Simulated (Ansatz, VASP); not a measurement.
# Ni (free-standing square Ni monolayer, spacing 2.48 A) in two plane-wave programs, part 2 of 2

Aim: how closely do two programs agree when they are given the same cell, functional and k mesh?

VASP 6.6.1 and Ansatz 0.2.0.

So far: Set-up; VASP: single point, LDA, DFT+U.

## Step 3: Ansatz: single point, LDA, DFT+U

Level of this step: Ansatz beside VASP: Kohn-Sham DFT, plane waves, LDA, DFT+U (Ansatz).

Ansatz runs on its default PAW (the set named soft_2) files.

The same cell, functional (in two slightly different forms), mesh and smearing now go to Ansatz, which takes its cutoff from its data sets.

input.yaml reads:

```yaml
crystal:
  lattice:
    - [2.48, 0.0, 0.0]
    - [0.0, 2.48, 0.0]
    - [0.0, 0.0, 14.0]
  atoms:
    - { symbol: Ni, position: [0.0, 0.0, 0.5], spin: 1.0 }
hamiltonian:
  xc: lda
  pseudopotentials: { kind: paw }
  hubbard: { sites: [{ species: Ni, l: d, u_eff: 2.0 }] }
magnetization:
  spin_polarized: true
kpoints:
  mp_grid: { grid: [13, 13, 1] }
scf:
  occupations: { method: methfessel_paxton, width: 0.05 }
  n_extra_bands: 6
output:
  forces: true
  eigenvalues: true
  write_density: true
  write_potential: true
  elf: true
  volumetric_format: npy
```

Started as:

```
$ ansatz run input.yaml --threads 2 --pin off --max-ram 4608MiB --backend cpu --events-out ev --progress --plain --runs-dir out
```

Numbers of over 12 decimals in the logs are rounded to 6 here.

The program printed:

```text
Ni: projections on atomic orbitals take those of the free atom [Ne] 3s2 3p6 3d8 4s2, of charge +0.00 (hamiltonian.pseudopotentials.projection_atoms); the dataset's partial waves leave at most 1.6e-6 of an orbital's norm unspanned inside its sphere
scf.n_extra_bands = 6 over 9 filled bands (N_el = 18.0): the run solves 15 bands
Engine: ansatz 0.2.0, aarch64-unknown-linux-gnu
Pseudopotentials: kind: paw
Pseudopotential: Ni, paw, valence charge 18, recommended cutoff 420 eV (normal), Ni.paw.azcp
Functional definition: SPW92
  exchange = slater_x
  correlation = pw_c
Crystal: 1 atoms, lattice volume = 86.106 Å³
Basis set: ecut = 420 eV, 1671 PW (Γ)
Bands: 15, of which v1, the nominal top of the filled ones, is band 9 counted from 1 (8 counted from 0)
Symmetry: 16 space group operations
Space group: P4/mmm (ITA 123), of the structure as read, at distance tolerance 4.4e-5 Å
Magnetic group: BNS 123.339 (UNI 999), of the structure as read, at distance tolerance 4.4e-5 Å
k-points: 28 of 169
Non-local potential: Ni, projectors of the file, l = 0: 3, l = 1: 2, l = 2: 3, l = 3: 1
PAW form: soft (Blöchl's): semilocal exchange-correlation on the pseudo side does not see the compensation charge
PAW frozen core: Ni, regenerated for the run's functional, and the local potential with it (the file was generated under x = pbe(κ = 0.804, μ = 0.219515), c = pbe(β = 0.066725))
PAW one-centre angular grid: Ni, 590 points (default); XC on 64 Gauss nodes
Initial density: superposition of atomic densities (neutral atoms: chi_scale 0, normalization atom)
Starting moments: Σ|m| = 1 μB on 1 of 1 site
Initial wavefunctions: pseudopotential atomic-orbital guess
Functional: x = slater, c = lda
SCF iter   1: F=—  HF=-5770.898438 eV  |F-HF|=—  |Δ(HF+E_count)|=         —  Δρ=6.48e-2 (↑3.23e-2 ↓6.48e-2)  dr2=5.83e0  dr2_m=2.30e-1  M=0.602 μB ∫|m|=0.621 μB  β_m=0.30  ethr=3.10e-3  ⟨swp⟩=5.6  Hψ=4655  notcnv=0
preconditioner: auto → none  [metal: Δε(μ)=0.004 eV  Ē_g=11.177 eV  σ=0.050 eV  W_gap=0.05  n_scr=8 (ndim 8)  ℏωp=12.7 eV  f_vac=0.703  D(μ)=4.39/eV (n_scr^D=40)  sad-step TF]
SCF iter   2: F=—  HF=-5770.315967 eV  |F-HF|=—  |Δ(HF+E_count)|=   5.82e-1  Δρ=1.90e-2 (↑8.90e-3 ↓1.90e-2)  dr2=3.22e-1  dr2_m=3.38e-2  M=0.916 μB ∫|m|=0.944 μB  β_m=1.00  ethr=3.10e-3  ⟨swp⟩=2.7  Hψ=2093  notcnv=0  defer=80
SCF iter   3: F=—  HF=-5770.164615 eV  |F-HF|=—  |Δ(HF+E_count)|=   1.51e-1  Δρ=1.04e-2 (↑5.35e-3 ↓1.04e-2)  dr2=1.83e-1  dr2_m=7.35e-3  M=0.833 μB ∫|m|=0.898 μB  β_m=0.30  ethr=1.79e-3  ⟨swp⟩=2.2  Hψ=1450  notcnv=0  defer=80
SCF iter   4: F=—  HF=-5770.107531 eV  |F-HF|=—  |Δ(HF+E_count)|=   5.71e-2  Δρ=5.25e-3 (↑1.54e-3 ↓5.25e-3)  dr2=1.75e-2  dr2_m=4.45e-3  M=0.886 μB ∫|m|=0.959 μB  β_m=1.00  ethr=1.02e-3  ⟨swp⟩=3.4  Hψ=1667  notcnv=0  defer=72
SCF iter   5: F=—  HF=-5770.120667 eV  |F-HF|=—  |Δ(HF+E_count)|=   1.31e-2  Δρ=2.54e-3 (↑1.06e-3 ↓2.54e-3)  dr2=2.05e-3  dr2_m=7.14e-4  M=0.867 μB ∫|m|=0.955 μB  β_m=0.30  ethr=9.72e-5  ⟨swp⟩=2.3  Hψ=1309  notcnv=0  defer=70
SCF iter   6: F=—  HF=-5770.132435 eV  |F-HF|=—  |Δ(HF+E_count)|=   1.18e-2  Δρ=1.97e-3 (↑4.08e-4 ↓1.97e-3)  dr2=4.98e-4  dr2_m=8.93e-4  M=0.877 μB ∫|m|=0.965 μB  β_m=1.00  ethr=1.14e-5  ⟨swp⟩=2.4  Hψ=1263  notcnv=0  defer=69
SCF iter   7: F=—  HF=-5770.138503 eV  |F-HF|=—  |Δ(HF+E_count)|=   6.07e-3  Δρ=2.03e-3 (↑6.61e-4 ↓2.03e-3)  dr2=1.06e-3  dr2_m=8.00e-4  M=0.894 μB ∫|m|=0.979 μB  β_m=1.00  ethr=2.77e-6  ⟨swp⟩=1.8  Hψ=1013  notcnv=0  defer=69
SCF iter   8: F=—  HF=-5770.142965 eV  |F-HF|=—  |Δ(HF+E_count)|=   4.46e-3  Δρ=3.03e-3 (↑9.20e-4 ↓3.03e-3)  dr2=3.21e-3  dr2_m=1.26e-3  M=0.919 μB ∫|m|=0.995 μB  β_m=1.00  ethr=2.77e-6  ⟨swp⟩=1.1  Hψ=832  notcnv=0  defer=69
SCF iter   9: F=—  HF=-5770.147792 eV  |F-HF|=—  |Δ(HF+E_count)|=   4.83e-3  Δρ=5.08e-3 (↑1.46e-3 ↓5.08e-3)  dr2=1.34e-2  dr2_m=3.21e-3  M=0.963 μB ∫|m|=1.025 μB  β_m=1.00  ethr=2.77e-6  ⟨swp⟩=1.6  Hψ=895  notcnv=0  defer=69
SCF iter  10: F=—  HF=-5770.153221 eV  |F-HF|=—  |Δ(HF+E_count)|=   5.43e-3  Δρ=5.56e-3 (↑2.82e-3 ↓5.56e-3)  dr2=2.67e-2  dr2_m=1.73e-3  M=0.996 μB ∫|m|=1.050 μB  β_m=1.00  ethr=2.77e-6  ⟨swp⟩=1.1  Hψ=793  notcnv=0  defer=69
[...]
spin-set hold released at iteration 13 (site moments contracting): the magnetisation degrees of freedom join the quasi-Newton model from the next iteration; the mixer history was flushed
[...]
iteration 39: the input's own smearing fills from here on; a Gaussian of 0.05 eV has filled iterations ahead of it
[...]
SCF 1 converged in 45 iterations: F = -5770.171557 eV  dr2 = 1.06e-11
  greatest PAW one-centre occupation: 1.003 electrons in one spin orbital (limit 2), on the Ni atom at site 0 (counted from 0), in its partial waves of l = 1
Initial density: read from a saved state, or passed on in memory by an earlier SCF of this step, an earlier step, the calling program or the single point that the run made first
Starting moments: Σ|m| = 1 μB on 1 of 1 site; this step starts from the density that it was given
Initial wavefunctions: those read from a saved state, or passed on in memory by an earlier step or the calling program
[...]
preconditioner: auto → none  [metal: Δε(μ)=0.045 eV  Ē_g=9.247 eV  σ=0.100 eV  W_gap=0.11  n_scr=8 (ndim 8)  ℏωp=12.7 eV  f_vac=0.730  D(μ)=1.82/eV (n_scr^D=8)]
[...]
SCF 2 converged in 6 iterations: F = -5770.203068 eV  dr2 = 1.32e-6
Symmetry: 8 space group operations
k-points: 49 of 169
[...]
preconditioner: auto → none  [metal: Δε(μ)=0.023 eV  Ē_g=9.173 eV  σ=0.100 eV  W_gap=0.06  n_scr=8 (ndim 8)  ℏωp=12.7 eV  f_vac=0.730  D(μ)=1.90/eV (n_scr^D=8)]
[...]
SCF 3 converged in 5 iterations: F = -5770.223652 eV  dr2 = 5.11e-9
[...]
preconditioner: auto → none  [metal: Δε(μ)=0.016 eV  Ē_g=9.204 eV  σ=0.050 eV  W_gap=0.25  n_scr=8 (ndim 8)  ℏωp=12.7 eV  f_vac=0.729  D(μ)=0.99/eV (n_scr^D=6)]
[...]
SCF iter   3: F=—  HF=-5770.212256 eV  |F-HF|=—  |Δ(HF+E_count)|=   3.00e-3  S|Δr|=    0.00e0  Δρ=2.76e-3 (↑1.96e-3 ↓2.76e-3)  dr2=1.16e-2  dr2_m=1.81e-4  M=1.053 μB ∫|m|=1.101 μB  β_m=0.34  ethr=4.78e-6  ⟨swp⟩=2.0  Hψ=2872  notcnv=0  recentre
SCF iter   4: F=—  HF=-5770.210060 eV  |F-HF|=—  |Δ(HF+E_count)|=   2.20e-3  S|Δr|=    0.00e0  Δρ=5.26e-4 (↑1.26e-4 ↓5.26e-4)  dr2=3.41e-5  dr2_m=7.80e-5  M=1.053 μB ∫|m|=1.096 μB  β_m=0.71  ethr=4.78e-6  ⟨swp⟩=2.0  Hψ=2768  notcnv=0
SCF iter   5: F=—  HF=-5770.210166 eV  |F-HF|=—  |Δ(HF+E_count)|=   1.06e-4  S|Δr|=    0.00e0  Δρ=3.08e-4 (↑5.62e-5 ↓3.08e-4)  dr2=2.99e-5  dr2_m=1.93e-5  M=1.053 μB ∫|m|=1.096 μB  β_m=0.79  ethr=1.89e-7  ⟨swp⟩=2.3  Hψ=2207  notcnv=0
SCF iter   6: F=—  HF=-5770.210179 eV  |F-HF|=—  |Δ(HF+E_count)|=   1.35e-5  S|Δr|=    0.00e0  Δρ=1.36e-4 (↑3.41e-5 ↓1.36e-4)  dr2=8.07e-6  dr2_m=3.20e-6  M=1.053 μB ∫|m|=1.096 μB  β_m=0.89  ethr=1.66e-7  ⟨swp⟩=2.0  Hψ=1937  notcnv=0
SCF iter   7: F=—  HF=-5770.210184 eV  |F-HF|=—  |Δ(HF+E_count)|=   4.82e-6  S|Δr|=    0.00e0  Δρ=3.39e-5 (↑2.06e-5 ↓3.39e-5)  dr2=5.83e-7  dr2_m=2.73e-7  M=1.053 μB ∫|m|=1.096 μB  β_m=0.95  ethr=4.48e-8  ⟨swp⟩=2.2  Hψ=2231  notcnv=0
SCF iter   8: F=—  HF=-5770.210184 eV  |F-HF|=—  |Δ(HF+E_count)|=   3.18e-7  S|Δr|=    0.00e0  Δρ=2.22e-5 (↑1.45e-6 ↓2.22e-5)  dr2=9.38e-8  dr2_m=9.34e-8  M=1.053 μB ∫|m|=1.096 μB  β_m=0.97  ethr=5.56e-10  ⟨swp⟩=6.9  Hψ=8536  notcnv=0
SCF iter   9: F=-5770.210185 eV  HF=-5770.210185 eV  |F-HF|=3.90e-10  |Δ(HF+E_count)|=   1.73e-7  S|Δr|=    0.00e0  Δρ=3.56e-6 (↑2.24e-6 ↓3.56e-6)  dr2=1.22e-9  dr2_m=5.69e-9  M=1.053 μB ∫|m|=1.096 μB  ethr=5.21e-10  ⟨swp⟩=9.8  Hψ=9368  notcnv=0
SCF 4 converged in 9 iterations: F = -5770.210185 eV  dr2 = 1.22e-9
iter 1 solved again at ethr=2.64e-7 eV; its pass at ethr=3.10e-3 eV (dr2=4.76e-5 eV) is discarded
SCF iter   1: F=—  HF=-5770.223652 eV  |F-HF|=—  |Δ(HF+E_count)|=         —  Δρ=2.86e-6 (↑1.12e-6 ↓2.86e-6)  dr2=4.32e-9  dr2_m=1.43e-9  M=1.036 μB ∫|m|=1.077 μB  β_m=0.30  ethr=2.64e-7  ⟨swp⟩=3.4  Hψ=11658  notcnv=0
eigensolver tolerance schedule: the retry pair's looser diagonalisation over-reported the residual by 10994.94 of it (diagonalisation noise at 14.90 of the residual, at the tolerance the schedule requests for it); recorded, not acted on — ethr = c·dr2/N_el stays at c = 1.0e-1
preconditioner: auto → none  [metal: Δε(μ)=0.047 eV  Ē_g=9.194 eV  σ=0.100 eV  W_gap=0.12  n_scr=8 (ndim 8)  ℏωp=12.7 eV  f_vac=0.729  D(μ)=0.93/eV (n_scr^D=6)]
SCF iter   2: F=-5770.223652 eV  HF=-5770.223652 eV  |F-HF|=2.35e-9  |Δ(HF+E_count)|=   1.06e-8  Δρ=1.56e-6 (↑1.08e-6 ↓1.56e-6)  dr2=4.78e-9  dr2_m=4.77e-10  M=1.035 μB ∫|m|=1.077 μB  ethr=2.40e-11  ⟨swp⟩=4.0  Hψ=3952  notcnv=0
SCF 5 converged in 2 iterations: F = -5770.223652 eV  dr2 = 4.78e-9
WARN: The output density's exchange-correlation potential varies sharply where the density is thin. Do not read a vacuum level from v_tot or v_xc, or from such a field of the output density. On a cell that repeats whose density bears no net charge and no dipole along the vacuum's axis use v_es (v_loc + v_h of the components); under efield.dipole_correction with no amplitude use v_es + v_field, which holds any externa [...]
this state was not tested for a lower state beside it, because cold or Methfessel-Paxton smearing, or corrected tetrahedra, fill the levels in a way that the test cannot read (fill_not_monotonic; see scf.lower_state_search)
SCF converged after 9 iterations
Magnetization: 1.0533 μB (9.5266 up, 8.4734 down)
Absolute magnetization: 1.0965 μB (∫|ρ↑−ρ↓|, with the PAW one-centre terms)
Spin contamination: 0.0091 ħ² per cell (⟨S²⟩ above its minimum at these occupations)
Per-site moments (μB) at R_I (Å): [(1.034690, 1.023000)]
Free energy (F): -5770.210185 eV
Harris-Foulkes:  -5770.210185 eV  (|F-HF|=3.90e-10)
Internal energy: -5770.210154 eV  (E = F + TS)
E sigma→0 (E₀):  -5770.210177 eV
Entropy (-TS):   -0.000030 eV (-0.030 meV/atom)
Fermi energy:    -2.167933 eV
--- Per-component energies (eV) ---
  E_band       = -638.149052
  E_kinetic    = 279.579113
  E_local      = -12963.976623  (includes V_loc(G=0)·N_el)
  E_nonlocal   = 647.365331
  E_hartree    = 6023.751980
  E_xc         = -80.190328
  E_vxc        = -103.739367  (∫ρ·V_xc dr)
  E_hubbard    = 0.473208  (on-site DFT+U / exact-exchange correction)
  E_vhub       = -7.852353  (the Hubbard potential's part of the band-sum identity)
  E_paw        = -1569.552556  (= ΣΔE_a)
  E_vpaw       = -537.029849  (= ΣTr[D̂ρ^β])
  E_aug_tail   = 0.000432  (compensation charges beyond the density's cutoff)
  E_ewald      = 1891.905166
  E_core_change = 0.434120  (= ΣΔE_core)
  E_smearing   = -0.000030  (= −TS)
  E_closure    = -0.000000  (closes the sum)
  Σ components = -5770.210185   (vs F -5770.210185, Δ=0.00e0)
--- Forces (eV/Å), atoms counted from 1 ---
  atom   1  Ni     0.00000000     0.00000000     0.00000000
  max |Σ_I F_I| component: 3.56e-28 eV/Å
--- Band table (eV; the first three rows and the last of 98) ---
  k-point 0 ↑: bands = [... 5 lower, -5.7423, -5.2191, -4.0179, -3.5665, -3.4721, -1.1585, 2.5171, 3.6426, ... 2 higher]
  k-point 1 ↑: bands = [... 5 lower, -5.6883, -5.1882, -4.0899, -3.5998, -3.5349, -0.9218, 2.6565, 3.7942, ... 2 higher]
  k-point 2 ↑: bands = [... 5 lower, -5.5109, -5.0907, -4.3152, -3.6853, -3.6086, -0.3075, 3.0750, 4.2457, ... 2 higher]
  k-point 48 ↓: bands = [... 5 lower, -4.3110, -3.7973, -1.9434, -1.7203, 4.0474, 4.9271, 9.2258, 9.7310, ... 2 higher]
Occupation matrices written to <dir>
```

The job ended after 29 s (2 threads of Arm Neoverse V1, shared host; peak memory 0.54 GiB).

## Step 4: Comparison

Known differences besides the PAW data sets themselves: U acts on the PAW sphere in VASP and on atomic orbitals in Ansatz, so only states and trends compare; the two LDA forms differ slightly; the data sets hold 18 valence electrons in Ansatz (default PAW (the set named soft_2) files) and 10 in VASP; the cutoff is 420 eV in Ansatz and 350 eV in VASP (PREC = Normal); Ansatz makes its cores anew for this functional, VASP keeps those of its LDA data sets; site moments are counted in spheres of each program's own size. Total energies have different zeros and are not compared.

Compared:

```
          quantity  Ansatz  VASP  difference
 total moment (μB)    1.05  1.04       +0.01
moment on Ni1 (μB)    1.03  1.05       -0.02
```

## Step 5: Results

```yaml
difference_in_moment_on_ni1_single_point_lda_dft_u: -0.019 μB
```

In words: The difference in moment on Ni1 is -0.019 μB (single point, LDA, DFT+U). How closely two codes agree says nothing of how well the functional describes the real material.

[Lines on the potential files, build, host, timing and source positions are cut from VASP's logs without a mark.]

[Logs are printed without paths, hosts, clocks, repeated set-up lines and the standing remarks that a program may print on its own settings, such as how far it seeks lower states.]

[Hosts, paths, dates, database ids (printed as entryN), source tags and the programs' standing remarks are cut or masked in the printed files.]
